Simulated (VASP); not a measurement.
```
CELL_PARAMETERS angstrom
      0.00000     2.14391     2.14391
      2.14391     0.00000     2.14391
      2.14391     2.14391     0.00000
ATOMIC_POSITIONS crystal
  Si 0.00000 0.00000 0.00000
  C  0.25000 0.25000 0.25000
```

All values below come from LDA (Ceperley-Alder, Perdew-Zunger), VASP's LDA PAW potentials (set 64) (plane waves; VASP). Run with 520 eV cut-off, 10×10×10 Γ-centred mesh, Gaussian smearing of 0.050 eV, potentials Si C.

Problem. Give the stress tensor in GPa (positive for a compressed cell).

Solution. 
```
7.38  0.00  0.00
0.00  7.38  0.00
0.00  0.00  7.38
```
The pressure is its mean diagonal, 7.38 GPa.

The compound is SiC in the zinc blende structure. This cell is one point of a volume scan, at 0.97 of the reference volume.
